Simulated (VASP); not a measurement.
Here is the system:

```
CELL_PARAMETERS angstrom
      0.00000     2.87640     2.87640
      2.87640     0.00000     2.87640
      2.87640     2.87640     0.00000
ATOMIC_POSITIONS crystal
  Na 0.00000 0.00000 0.00000
  Cl 0.50000 0.50000 0.50000
```

The numbers are results of PBE GGA with D4 dispersion, VASP's PBE PAW potentials (set 64) (plane waves; VASP), not measurements. Settings: 400 eV cut-off, 7×7×7 Γ-centred mesh, Gaussian smearing of 0.050 eV, potentials Na_pv Cl.

Q: Give the stress tensor in GPa (positive for a compressed cell).

A: 
```
-1.54   0.00   0.00
 0.00  -1.54   0.00
 0.00   0.00  -1.54
```
The pressure is its mean diagonal, -1.54 GPa.

The compound is NaCl in the rock salt structure. The cell was not relaxed at this level. The run is one of a series of settings (IVDW = 13 against the base run), some of them coarse on purpose.
